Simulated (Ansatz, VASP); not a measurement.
# Cross-check of W (Tungsten) between VASP and Ansatz

Aim: how closely do two programs agree when they are given the same cell, functional and k mesh? The cell is taken from a series of runs on this material, whose earlier steps may have relaxed, scaled, displaced or heated it; both programs get it as it stands.

Program: Ansatz 0.2.0. Level of theory: plane waves, with VASP 6.6.1 beside it; single point at LDA. Results are calculated unless marked as measured.

### 1. The starting structure

The structure is triclinic, space group P-1 (No. 2). The conventional cell has a = 2.667 Å, b = 2.747 Å, c = 2.769 Å, α = 109.24°, β = 107.89°, γ = 110.05°. Nearest to W lie 8 W at 2.67 to 2.78 Å.

Coordinates:

```cif
data_structure
_symmetry_space_group_name_H-M 'P 1'
_symmetry_Int_Tables_number 1
_cell_length_a 2.6669
_cell_length_b 2.7693
_cell_length_c 2.7845
_cell_angle_alpha 112.033
_cell_angle_beta 108.304
_cell_angle_gamma 107.892
_cell_volume 15.85
loop_
_atom_site_label
_atom_site_type_symbol
_atom_site_fract_x
_atom_site_fract_y
_atom_site_fract_z
_atom_site_occupancy
W1 W 0.00000 0.00000 0.00000 1
```

### 2. VASP: single point, LDA

With cell and atoms fixed, the geometry can't cause a difference; cores, projectors, grids and the points listed under the comparison can.

Lines of VASP's logs that name or quote its potential files are left out, and so is its time.

INCAR

```
SYSTEM = W
PREC = Accurate
ENCUT = 400
EDIFF = 1E-06
NELM = 100
ISMEAR = -1
SIGMA = 0.05
LREAL = .FALSE.
ALGO = Normal
GGA = PW92
NBANDS = 9
LASPH = .TRUE.
LORBIT = 11
LWAVE = .FALSE.
LCHARG = .FALSE.
KPAR = 2
ISIF = 2
```

POSCAR

```
W
1.0
   -1.5171340000      1.5458900000      1.5559080000
    1.5452880000     -1.6057470000      1.6439180000
    1.5586460000      1.6472590000     -1.6157650000
W
1
Direct
    0.0000000000      0.0000000000      0.0000000000
```

KPOINTS

```
Automatic mesh
0
Gamma
17 17 17
0 0 0
```

The projector-augmented-wave data sets are W (LDA family, release 64).

Started as:

```sh
> mpirun -np 2 vasp_std
```

Numbers of over 12 decimals in the logs are rounded to 6 here.

Log:

```text
[banner, memory and clock lines left out]
running    2 mpi-ranks, on    1 nodes
 distrk:  each k-point on    1 cores,    2 groups
 distr:  one band on    1 cores,    1 groups

 POSCAR found type information on POSCAR W
 POSCAR found :  1 types and       1 ions
|                                                                             |
|               ----> ADVICE to this user running VASP <----                  |
|                                                                             |
|     You enforced a specific xc type in the INCAR file but a different       |
|     [... a line on the potential file left out ...]
|     I HOPE YOU KNOW WHAT YOU ARE DOING!                                     |
|                                                                             |

 LDA part: xc-table for (Slater(with rela. corr.)+PW92), standard interpolation
 POSCAR, INCAR and KPOINTS ok, starting setup
 FFT: planning ... GRIDC
 FFT: planning ... GRID_SOFT
 FFT: planning ... GRID
 WAVECAR not read
 entering main loop
       N       E                     dE             d eps       ncg     rms          rms(c)
DAV:   1     0.115241520905E+01    0.11524E+01   -0.25295E+03 44668   0.453E+02
DAV:   2    -0.145907423066E+02   -0.15743E+02   -0.15147E+02 52179   0.107E+02
DAV:   3    -0.148778669387E+02   -0.28712E+00   -0.28529E+00 51216   0.119E+01
DAV:   4    -0.148784704147E+02   -0.60348E-03   -0.60344E-03 51093   0.556E-01
DAV:   5    -0.148784712985E+02   -0.88374E-06   -0.88375E-06 50353   0.197E-02    0.203E+01
DAV:   6    -0.143517935684E+02    0.52668E+00   -0.40724E-01 47235   0.401E+00    0.963E+00
DAV:   7    -0.141598361652E+02    0.19196E+00   -0.42381E-01 48921   0.393E+00    0.302E-01
DAV:   8    -0.141575411193E+02    0.22950E-02   -0.24967E-03 47194   0.395E-01    0.148E-01
DAV:   9    -0.141570590567E+02    0.48206E-03   -0.27971E-04 52524   0.721E-02    0.361E-02
DAV:  10    -0.141570599567E+02   -0.90000E-06   -0.19935E-05 51566   0.312E-02    0.179E-02
DAV:  11    -0.141570601630E+02   -0.20638E-06   -0.44567E-07 26400   0.726E-03
   1 F= -.14157060E+02 E0= -.14154878E+02  d E =-.436340E-02
```

From OUTCAR (step 2):

```text
ion  position               nearest neighbor table
   1  0.000  0.000  0.000-

  LATTYP: Found a triclinic cell.
 ALAT       =     5.3583404474
 B/A-ratio  =     0.5972949402
 C/A-ratio  =     0.5793471449
 COS(alpha) =     0.0176124649
 COS(beta)  =     0.2976464945
 COS(gamma) =     0.9121669720

 Subroutine GETGRP returns: Found  2 space group operations
 (whereof  2 operations were pure point group operations)

The static configuration has the point symmetry S_2 .

 Found   2457 irreducible k-points:

   k-points           NKPTS =   2457   k-points in BZ     NKDIM =   2457   number of bands    NBANDS=      9

   dimension x,y,z NGX =    18 NGY =   18 NGZ =   18
   dimension x,y,z NGXF=    36 NGYF=   36 NGZF=   36

   ENCUT  =  400.0 eV  29.40 Ry    5.42 a.u.   4.35  4.52  4.54*2*pi/ulx,y,z

   NELECT =       6.0000    total number of electrons

 k-points in reciprocal lattice and weights: Automatic mesh
   0.00000000  0.00000000  0.00000000       0.000
   0.05882353  0.00000000  0.00000000       0.000
   0.11764706 -0.00000000 -0.00000000       0.000
   0.17647059 -0.00000000  0.00000000       0.000
   0.23529412 -0.00000000 -0.00000000       0.000
   0.29411765  0.00000000 -0.00000000       0.000
   0.35294118 -0.00000000  0.00000000       0.000
   0.41176471 -0.00000000  0.00000000       0.000
   0.47058824 -0.00000000 -0.00000000       0.000
[...]
-0.11764706 -0.05882353  0.47058824       0.000
  -0.05882353 -0.05882353  0.47058824       0.000

 average (electrostatic) potential at core
       1 -38.2188

 E-fermi :   7.8653

 k-point     1 :       0.0000    0.0000    0.0000
  band No.  band energies     occupation
      1      -1.7228      2.00000
      2       6.0119      2.00000
      3       6.5343      2.00000
      4       6.9740      2.00000
      5       9.7716      0.00000
      6      10.2671      0.00000
      7      22.4575      0.00000
      8      23.2629      0.00000
      9      23.6115      0.00000

 k-point     2 :       0.0588    0.0000    0.0000
  band No.  band energies     occupation
      1      -1.5548      2.00000
      2       6.0909      2.00000
      3       6.6490      2.00000
      4       6.8730      2.00000
      5       9.5607      0.00000
      6      10.2363      0.00000
      7      22.6354      0.00000
      8      23.6932      0.00000
      9      23.9098      0.00000

 k-point     3 :       0.1176   -0.0000   -0.0000
  band No.  band energies     occupation
      1      -1.0711      2.00000
      2       6.2093      2.00000
      3       6.5923      2.00000
      4       7.0716      2.00000
      5       9.0910      0.00000
      6      10.1627      0.00000
      7      23.0819      0.00000
      8      24.7058      0.00000
      9      24.8130      0.00000

  Total       -0.4073655     -1.3510363     -1.4165886     -0.3369965      0.4994117     -0.2546886
  in kB      -41.1842612   -136.5884604   -143.2157401    -34.0700225     50.4900396    -25.7487670
  external PRESSURE =    -106.9961539 kB  Pullay stress =       0.0000000 kB

  energy-cutoff  :      400.00
  volume of cell :       15.85
      direct lattice vectors                 reciprocal lattice vectors
    -1.517134000  1.545890000  1.555908000    -0.007158743  0.319234938  0.318551694
     1.545288000 -1.605747000  1.643918000     0.319340312  0.001654650  0.309738197
     1.558646000  1.647259000 -1.615765000     0.318010937  0.309092165  0.002983928

 POSITION                                       TOTAL-FORCE (eV/Angst)
 -----------------------------------------------------------------------------------
      0.00000      0.00000      0.00000         0.000000      0.000000      0.000000
 -----------------------------------------------------------------------------------
    total drift:                                0.000000      0.000000      0.000000

  FREE ENERGIE OF THE ION-ELECTRON SYSTEM (eV)
  ---------------------------------------------------
  free  energy   TOTEN  =       -14.1570601630 eV

  energy  without entropy=      -14.1526967597  energy(sigma->0) =      -14.15487846

 total charge
# of ion       s       p       d       tot
------------------------------------------
    1        0.674   0.705   4.181   5.561

[... 3 further parts left out ...]
```

The run ends at a pressure of -10.70 GPa.

### 3. Ansatz: single point, LDA

Ansatz runs on its default PAW (the set named soft_2) files.

The same cell, functional (in two slightly different forms), mesh and smearing now go to Ansatz, which takes its cutoff from its data sets.

input.yaml

```yaml
crystal:
  lattice:
    - [-1.517134, 1.54589, 1.555908]
    - [1.545288, -1.605747, 1.643918]
    - [1.558646, 1.647259, -1.615765]
  atoms:
    - { symbol: W, position: [0.0, 0.0, 0.0] }
hamiltonian:
  xc: lda
  pseudopotentials: { kind: paw }
kpoints:
  mp_grid: { grid: [17, 17, 17] }
  band_path:
    path:
      - [-0.5, 0.0, 0.5]
      - [-0.4, 0.0, 0.4]
      - [-0.26667, 0.0, 0.26667]
      - [-0.13333, 0.0, 0.13333]
      - [0.0, 0.0, 0.0]
      - [0.0, 0.1, -0.1]
      - [0.0, 0.2, -0.2]
      - [0.0, 0.33333, -0.33333]
      - [0.0, 0.46667, -0.46667]
      - [-0.43333, 0.43333, 0.0]
      - [-0.3, 0.3, 0.0]
      - [-0.16667, 0.16667, 0.0]
      - [-0.06667, 0.06667, 0.0]
      - [0.0, -0.03333, 0.0]
      - [0.0, -0.16667, 0.0]
      - [0.0, -0.3, 0.0]
      - [0.0, -0.43333, 0.0]
      - [-0.46667, -0.46667, 0.46667]
      - [-0.36667, -0.36667, 0.36667]
      - [-0.23333, -0.23333, 0.23333]
      - [-0.1, -0.1, 0.1]
      - [0.0, 0.0, 0.0]
      - [0.0, 0.0, -0.13333]
      - [0.0, 0.0, -0.26667]
      - [0.0, 0.0, -0.36667]
      - [0.0, 0.0, -0.5]
      - [-0.4, 0.0, 0.0]
      - [-0.26667, 0.0, 0.0]
      - [-0.13333, 0.0, 0.0]
      - [0.0, 0.0, 0.0]
    npoints: 1
scf:
  occupations: { method: fermi_dirac, width: 0.05 }
  n_extra_bands: 6
output:
  forces: true
  stress: true
  eigenvalues: true
```

Started as:

```sh
> ansatz run input.yaml --threads 2 --pin off --max-ram 4608MiB --backend cpu --events-out ev --progress --plain --runs-dir out
```

Log:

```text
scf.n_extra_bands = 6 over 7 filled bands (N_el = 14.0): the run solves 13 bands
Engine: ansatz 0.2.0, aarch64-unknown-linux-gnu
Pseudopotentials: kind: paw
Pseudopotential: W, paw, valence charge 14, recommended cutoff 420 eV (normal), W.paw.azcp
Functional definition: SPW92
  exchange = slater_x
  correlation = pw_c
Crystal: 1 atoms, lattice volume = 15.848 Å³
Basis set: ecut = 420 eV, 321 PW (Γ)
Bands: 13, of which v1, the nominal top of the filled ones, is band 7 counted from 1 (6 counted from 0)
Symmetry: 2 space group operations
Space group: P-1 (ITA 2), of the structure as read, at distance tolerance 2.5e-5 Å
k-points: 2457 of 4913
Non-local potential: W, projectors of the file, l = 0: 3, l = 1: 2, l = 2: 2, l = 3: 1
PAW form: soft (Blöchl's): semilocal exchange-correlation on the pseudo side does not see the compensation charge
PAW frozen core: W, regenerated for the run's functional, and the local potential with it (the file was generated under x = pbe(κ = 0.804, μ = 0.219515), c = pbe(β = 0.066725))
PAW one-centre angular grid: W, 590 points (default); XC on 64 Gauss nodes
Initial density: superposition of atomic densities (neutral atoms: chi_scale 0, normalization atom), corrected by the library's trained network
Initial wavefunctions: pseudopotential atomic-orbital guess
Functional: x = slater, c = lda
SCF iter   1: F=—  HF=-10129.810712 eV  |F-HF|=—  |Δ(HF+E_count)|=         —  Δρ=5.29e-3  dr2=3.01e-3  ethr=1.77e-3  ⟨swp⟩=5.1  Hψ=166456  notcnv=0  defer=621
preconditioner: auto → none  [metal: Δε(μ)=0.001 eV  Ē_g=12.493 eV  σ=0.050 eV  W_gap=0.00  n_scr=0 (ndim 8)  ℏωp=22.8 eV  f_vac=0.000  D(μ)=0.55/eV (n_scr^D=0)]
SCF iter   2: F=—  HF=-10129.809502 eV  |F-HF|=—  |Δ(HF+E_count)|=   1.21e-3  Δρ=2.14e-3  dr2=2.15e-4  ethr=2.15e-5  ⟨swp⟩=1.4  Hψ=53552  notcnv=0  defer=1029
SCF iter   3: F=—  HF=-10129.809523 eV  |F-HF|=—  |Δ(HF+E_count)|=   2.12e-5  Δρ=7.09e-4  dr2=2.06e-5  ethr=1.54e-6  ⟨swp⟩=1.0  Hψ=29163  notcnv=0  defer=1029
SCF iter   4: F=—  HF=-10129.809528 eV  |F-HF|=—  |Δ(HF+E_count)|=   4.17e-6  Δρ=2.41e-5  dr2=2.22e-8  ethr=1.47e-7  ⟨swp⟩=1.0  Hψ=29163  notcnv=0  defer=1029
iter 5 did not close the SCF: its close was put off for the readings that it lacked (scf_convergence_deferred on its scf_iter line)
SCF iter   5: F=-10129.809528 eV  HF=-10129.809528 eV  |F-HF|=5.51e-10  |Δ(HF+E_count)|=   1.89e-8  Δρ=6.47e-6  dr2=1.65e-9  ethr=1.59e-10  ⟨swp⟩=2.4  Hψ=44491  notcnv=0  defer=1029
SCF iter   6: F=-10129.809528 eV  HF=-10129.809528 eV  |F-HF|=7.28e-12  |Δ(HF+E_count)|=  3.98e-10  Δρ=4.14e-7  dr2=2.01e-11  ethr=1.18e-11  ⟨swp⟩=4.7  Hψ=112558  notcnv=0
SCF 1 converged in 6 iterations: F = -10129.809528 eV  dr2 = 2.01e-11
  greatest PAW one-centre occupation: 1.000 electrons in one spin orbital (limit 2), on the W atom at site 0 (counted from 0), in its partial waves of l = 0
NSCF: frozen V_eff on 30 k-points
SCF converged after 6 iterations
Free energy (F): -10129.809528 eV
Harris-Foulkes:  -10129.809528 eV  (|F-HF|=7.28e-12)
Internal energy: -10129.805112 eV  (E = F + TS)
E sigma→0 (E₀):  -10129.807320 eV
Entropy (-TS):   -0.004416 eV (-4.416 meV/atom)
Fermi energy:    22.326706 eV
--- Per-component energies (eV) ---
  E_band       = -86.071636
  E_kinetic    = 450.666542
  E_local      = -606.110961  (includes V_loc(G=0)·N_el)
  E_nonlocal   = 6.244318
  E_hartree    = 216.165824
  E_xc         = -265.140941
  E_vxc        = -239.065623  (∫ρ·V_xc dr)
  E_paw        = -8309.606366  (= ΣΔE_a)
  E_vpaw       = -130.137423  (= ΣTr[D̂ρ^β])
  E_aug_tail   = -0.000063  (compensation charges beyond the density's cutoff)
  E_ewald      = -1622.306619
  E_core_change = 0.283153  (= ΣΔE_core)
  E_smearing   = -0.004416  (= −TS)
  E_closure    = -0.000000  (closes the sum)
  Σ components = -10129.809528   (vs F -10129.809528, Δ=0.00e0)
--- Forces (eV/Å), atoms counted from 1 ---
  atom   1  W      0.00000000     0.00000000     0.00000000
  max |Σ_I F_I| component: 0.00e0 eV/Å
--- Stress (GPa, compression-positive) ---
       -1.774101      -3.692333      -2.805724
       -3.692333     -11.178491       5.428541
       -2.805724       5.428541     -11.812892
  P = ⅓ Tr σ = -8.2552 GPa (-82.552 kbar)
--- Band table (eV; the first three rows and the last of 2457) ---
  k-point 0: bands = [... 3 lower, -15.3135, 12.6836, 20.4930, 21.0132, 21.4524, 24.2518, 24.7510, 36.2944, ... 2 higher]
  k-point 1: bands = [... 3 lower, -15.3181, 12.8491, 20.4272, 21.0694, 21.4678, 24.2443, 24.6561, 36.6288, ... 2 higher]
  k-point 2: bands = [... 3 lower, -15.3289, 13.3251, 20.2236, 20.9659, 21.7931, 24.1917, 24.5354, 37.4225, ... 2 higher]
  k-point 2456: bands = [... 3 lower, -15.4831, 16.4403, 19.1018, 21.5885, 24.0191, 24.7649, 28.4472, 34.2678, ... 2 higher]
```

### 4. Comparison

Known differences besides the potentials themselves: the data sets hold 14 valence electrons in Ansatz (default PAW (the set named soft_2) files) and 6 in VASP; the cutoff is 420 eV in Ansatz and 400 eV in VASP; VASP's log shows a relativistic correction to its local exchange, Ansatz's none. Total energies have different zeros and are not compared.

Both answers:

| quantity | Ansatz | VASP | difference |
| --- | --- | --- | --- |
| pressure (GPa) | -8.26 | -10.70 | +2.44 |

### 5. Further runs

Further runs change the set-up of one program: Ansatz's method, potentials or start, or VASP's data sets, cutoff or form of LDA. The table gives Ansatz less VASP for each quantity, since a change that brings one quantity closer may part another.

| run | pressure (GPa) |
| --- | --- |
| as above | 2.4 |
| VASP with GGA = CA, the Perdew-Zunger form of LDA | 2.2 |
| VASP with the data sets W_sv_GW, a cutoff of 520 eV and GGA = CA, the Perdew-Zunger form of LDA | 0.88 |

### 6. Results

| Quantity | Value |
| --- | --- |
| difference in pressure (single point, LDA) | 2.4 GPa |

The difference in pressure is 2.4 GPa (single point, LDA), beyond the 1 GPa picked in this series as the mark of a large difference. Single point, LDA, VASP with the data sets W_sv_GW, a cutoff of 520 eV and GGA = CA, the Perdew-Zunger form of LDA: the difference in pressure goes from 2.4 to 0.88 GPa. Such differences can come from data sets, numerical settings and the points named under the comparisons, not from the functional's error against experiment.

[Lines on the potential files, build, host, timing and source positions are cut from VASP's logs without a mark.]

[Logs are printed without paths, hosts, clocks, repeated set-up lines and the standing remarks that a program may print on its own settings, such as how far it seeks lower states.]

[Hosts, paths, dates, database ids (printed as entryN), source tags and the programs' standing remarks are cut or masked in the printed files.]
